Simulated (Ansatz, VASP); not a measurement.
# Cross-check of WC (Qusongite) between VASP and Ansatz, part 2 of 2

Wanted: the spread between two codes on one cell, functional and k mesh. The cell is taken from a series of runs on this material, whose earlier steps may have relaxed, scaled, displaced or heated it; both programs get it as it stands.

VASP 6.6.1 and Ansatz 0.2.0.

So far: Set-up; VASP: zone-centre phonons, PBEsol.

## Step 3: Ansatz: zone-centre phonons, PBEsol

Level of this step: Ansatz beside VASP: Kohn-Sham DFT, plane waves, PBEsol (Ansatz).

Ansatz runs on its PAW soft_1 files.

The same cell, functional, mesh and smearing now go to Ansatz, which takes its cutoff from its data sets.

Input file input.yaml:

```yaml
crystal:
  lattice:
    - [2.8932418855, 0.0, 0.0]
    - [-1.4466209427, 2.5056209721, 0.0]
    - [0.0, 0.0, 2.856377507]
  atoms:
    - { symbol: C, position: [0.6666666672, 0.3333333328, 0.5] }
    - { symbol: W, position: [-5.0e-10, 5.0e-10, 0.0] }
kpoints:
  mp_grid: { grid: [18, 18, 16] }
hamiltonian:
  xc: pbesol
  pseudopotentials: { kind: paw, azcp: { folder: soft_1 }, xc_functional: pbe }
scf:
  occupations: { method: methfessel_paxton, width: 0.2 }
output:
  eigenvalues: true
phonons:
  method: dfpt
```

Started as:

```bash
$ ansatz run input.yaml --threads 4 --pin off --max-ram 10240MiB --backend cpu --events-out ev --progress --plain --runs-dir out
```

Numbers of over 12 decimals in the logs are rounded to 6 here.

Output:

```text
zone centre: on kpoints.mp_grid the ground state, and the responses unless they are solved on pairs of k-points, stand on 819 of the mesh's 5184 k-points, reduced under 4 symmetry operations, with k and −k counted as one. Each operation leaves every solved displacement unchanged or reverses it
Engine: ansatz 0.2.0, x86_64-unknown-linux-gnu
Pseudopotentials: kind: paw
Pseudopotential: C, paw, valence charge 4, recommended cutoff 420 eV (normal), soft_1/C.paw.azcp
Pseudopotential: W, paw, valence charge 14, recommended cutoff 420 eV (normal), soft_1/W.paw.azcp
Functional definition: PBEsol
  exchange = pbesol_x
  correlation = pbesol_c
Crystal: 2 atoms, lattice volume = 20.707 Å³
Basis set: ecut = 420 eV, 405 PW (Γ), exchange–correlation on 40×40×40 points (8 copies of the dense FFT grid, shifted against one another)
Bands: 13, of which v1, the nominal top of the filled ones, is band 9 counted from 1 (8 counted from 0)
Symmetry: 12 space group operations
k-points: 819 of 5184 (irreducible under 4 space group operations, time reversal used)
Non-local potential: C, projectors of the file, l = 0: 2, l = 1: 2, l = 2: 1
Non-local potential: W, projectors of the file, l = 0: 3, l = 1: 2, l = 2: 2, l = 3: 1
PAW form: soft (Blöchl's): semilocal exchange-correlation on the pseudo side does not see the compensation charge
PAW frozen core: C, regenerated for the run's functional, and the local potential with it (the file was generated under x = pbe(κ = 0.804, μ = 0.219515), c = pbe(β = 0.066725))
PAW frozen core: W, regenerated for the run's functional, and the local potential with it (the file was generated under x = pbe(κ = 0.804, μ = 0.219515), c = pbe(β = 0.066725))
PAW one-centre angular grid: C, 110 points (default); XC on 64 Gauss nodes
PAW one-centre angular grid: W, 590 points (default); XC on 64 Gauss nodes
Initial density: superposition of atomic densities (chi_scale 0.1, normalization cell, long waves kept (reshape's long-wave potential 0.00 eV rms))
Initial wavefunctions: pseudopotential atomic-orbital guess
Functional: x = pbesol(κ = 0.804, μ = 0.123457), c = pbesol(β = 0.046)
SCF iter   1: F=—  HF=-10505.918971 eV  |F-HF|=—  |Δ(HF+E_count)|=         —  Δρ=1.29e-1  dr2=4.65e0  ethr=3.10e-3  ⟨swp⟩=5.0  Hψ=53527  notcnv=0
preconditioner: auto → none  [metal: Δε(μ)=0.016 eV  Ē_g=10.789 eV  σ=0.200 eV  W_gap=0.07  n_scr=8 (ndim 8)  ℏωp=25.8 eV  f_vac=0.000  D(μ)=0.16/eV (n_scr^D=0)  sad-step TF]
SCF iter   2: F=—  HF=-10505.354292 eV  |F-HF|=—  |Δ(HF+E_count)|=   5.65e-1  S|Δr|=    0.00e0  Δρ=9.15e-2  dr2=2.42e0  ethr=3.10e-3  ⟨swp⟩=2.0  Hψ=20397  notcnv=0
SCF iter   3: F=—  HF=-10504.743095 eV  |F-HF|=—  |Δ(HF+E_count)|=   6.11e-1  S|Δr|=    0.00e0  Δρ=9.21e-3  dr2=2.02e-2  ethr=3.10e-3  ⟨swp⟩=2.2  Hψ=18227  notcnv=0
SCF iter   4: F=—  HF=-10504.740568 eV  |F-HF|=—  |Δ(HF+E_count)|=   2.53e-3  S|Δr|=    0.00e0  Δρ=1.01e-3  dr2=9.50e-5  ethr=1.12e-4  ⟨swp⟩=1.1  Hψ=17052  notcnv=0
SCF iter   5: F=—  HF=-10504.740644 eV  |F-HF|=—  |Δ(HF+E_count)|=   7.54e-5  S|Δr|=    0.00e0  Δρ=1.76e-4  dr2=3.35e-6  ethr=5.28e-7  ⟨swp⟩=2.2  Hψ=16733  notcnv=0
SCF iter   6: F=—  HF=-10504.740644 eV  |F-HF|=—  |Δ(HF+E_count)|=   3.57e-8  S|Δr|=    0.00e0  Δρ=3.01e-5  dr2=1.22e-7  ethr=1.86e-8  ⟨swp⟩=2.5  Hψ=16170  notcnv=0
SCF iter   7: F=—  HF=-10504.740644 eV  |F-HF|=—  |Δ(HF+E_count)|=   7.33e-8  S|Δr|=    0.00e0  Δρ=4.82e-6  dr2=2.17e-9  ethr=6.77e-10  ⟨swp⟩=2.1  Hψ=15090  notcnv=0
SCF iter   8: F=—  HF=-10504.740644 eV  |F-HF|=—  |Δ(HF+E_count)|=  7.09e-11  S|Δr|=    0.00e0  Δρ=7.09e-7  dr2=4.59e-11  ethr=1.20e-11  ⟨swp⟩=2.7  Hψ=17111  notcnv=0
SCF iter   9: F=-10504.740644 eV  HF=-10504.740644 eV  |F-HF|=0.00e0  |Δ(HF+E_count)|=    0.00e0  S|Δr|=    0.00e0  Δρ=7.43e-8  dr2=1.33e-12  ethr=1.00e-12  ⟨swp⟩=5.0  Hψ=40266  notcnv=0
SCF 1 converged in 9 iterations: F = -10504.740644 eV  dr2 = 1.33e-12
  greatest PAW one-centre occupation: 0.999 electrons in one spin orbital (limit 2), on the W atom at site 1 (counted from 0), in its partial waves of l = 0
DFPT response loops at Γ: preconditioner auto → Kerker (q_TF=auto, 2.665 Å⁻¹) (partly filled bands, converged f_vac=0.000); β = 1.00, the filter's whole step (`scf.mixing.beta` (0.50) is not read by the response loops under this deck's `scf.mixing.preconditioner`; to damp them name `kerker` or `kerker_dos`, under which they read `scf.mixing.beta`, and type it under 1.00, their step now; both keys bind the ground state too); Broyden in place of MSR1
SCF converged after 9 iterations
Stability not checked: this state was not tested for a lower state beside it, because cold or Methfessel-Paxton smearing, or corrected tetrahedra, fill the levels in a way that the test cannot read (fill_not_monotonic; see scf.lower_state_search)
Free energy (F): -10504.740644 eV
Harris-Foulkes:  -10504.740644 eV  (|F-HF|=0.00e0)
Internal energy: -10504.740912 eV  (E = F + TS)
E sigma→0 (E₀):  -10504.740711 eV
Entropy (-TS):   0.000268 eV (0.134 meV/atom)
Fermi energy:    20.333319 eV
--- Per-component energies (eV) ---
  E_band       = -62.294064
  E_kinetic    = 509.081670
  E_local      = -601.600074  (includes V_loc(G=0)·N_el)
  E_nonlocal   = -0.148953
  E_hartree    = 246.231689
  E_xc         = -313.789981
  E_vxc        = -290.473063  (∫ρ·V_xc dr)
  E_paw        = -8546.882442  (= ΣΔE_a)
  E_vpaw       = -171.617219  (= ΣTr[D̂ρ^β])
  E_aug_tail   = 0.000167  (compensation charges beyond the density's cutoff)
  E_ewald      = -1797.875947
  E_core_change = 0.242958  (= ΣΔE_core)
  E_smearing   = 0.000268  (= −TS)
  E_closure    = 0.000000  (closes the sum)
  Σ components = -10504.740644   (vs F -10504.740644, Δ=0.00e0)
--- Band table (eV; the first three rows and the last of 819) ---
  k-point 0: bands = [... 5 lower, 15.9838, 17.0796, 17.0796, 20.3447, 23.5579, 23.5579, 25.9500, 25.9500]
  k-point 1: bands = [... 5 lower, 15.9323, 17.1226, 17.1226, 20.3339, 23.2197, 23.2197, 26.1584, 26.1584]
  k-point 2: bands = [... 5 lower, 15.7334, 17.2485, 17.2485, 20.3838, 22.5024, 22.5024, 26.4622, 26.4622]
  k-point 818: bands = [... 5 lower, 14.0033, 14.5993, 18.3424, 19.0453, 25.3238, 25.8317, 26.4422, 29.9021]
--- Phonons (Γ-DFPT): 4 representative perturbations + reference, on 819 of 5184 k-points (Σ response iterations 12) ---
  k mesh reduced under 4 symmetry operations, with k and −k counted as one. Each operation leaves every solved displacement unchanged or reverses it
  ASR residual: 5.601e-5 → 0.000e0 eV/Å²; symmetrization residual: 1.282e-6 eV/Å²
  ASR residual per site (eV/Å²): 9.82e-6 5.60e-5
  Γ frequencies (cm⁻¹): 0.00 0.00 0.00 572.51 607.52 607.52
  non-analytic LO–TO correction: not included (Born effective charges unavailable; polar crystals: no LO–TO splitting at Γ)
```

Reading the cycles: dr2 is the Hartree energy of the density residual (eV), the measure of convergence; HF is the Harris–Foulkes estimate of the energy, which meets the free energy F at convergence.

## Step 4: Side by side

Known differences besides the potentials themselves: the data sets hold 18 valence electrons in Ansatz (on its PAW soft_1 files) and 10 in VASP; the cutoff is 420 eV in Ansatz and 600 eV in VASP; Ansatz makes its cores anew for this functional, VASP keeps those of its PBE data sets. Total energies have different zeros and are not compared.

Compared:

```
                  quantity  Ansatz   VASP  difference
     optical mode 1 (cm⁻¹)   572.5  579.2     -1.16 %
optical mode 2 to 3 (cm⁻¹)   607.5  614.1     -1.07 %
```

Modes are paired by rising frequency, not by their patterns, so a pair may set unlike modes beside each other; they are those without the splitting of longitudinal modes.

## Step 5: Results

| Item | Value |
| --- | --- |
| r.m.s. difference of the optical zone-centre modes, each program's sorted by frequency (zone-centre phonons, PBEsol) | 6.6 cm⁻¹ |
| difference in optical mode 1 (zone-centre phonons, PBEsol) | -1.2 % |

In words: The r.m.s. difference of the optical zone-centre modes, each program's sorted by frequency is 6.6 cm⁻¹ (zone-centre phonons, PBEsol). The data sets hold unlike numbers of valence electrons (18 in Ansatz and 10 in VASP), so part of the differences comes from the potentials. Among the rows given in per cent, the largest difference of the zone-centre phonons, PBEsol pair is in optical mode 1, -1.2 %. How closely two codes agree says nothing of how well the functional describes the real material.

[Lines on the potential files, build, host, timing and source positions are cut from VASP's logs without a mark.]

[Logs are printed without paths, hosts, clocks, repeated set-up lines and the standing remarks that a program may print on its own settings, such as how far it seeks lower states.]

[Hosts, paths, dates, database ids (printed as entryN), source tags and the programs' standing remarks are cut or masked in the printed files.]
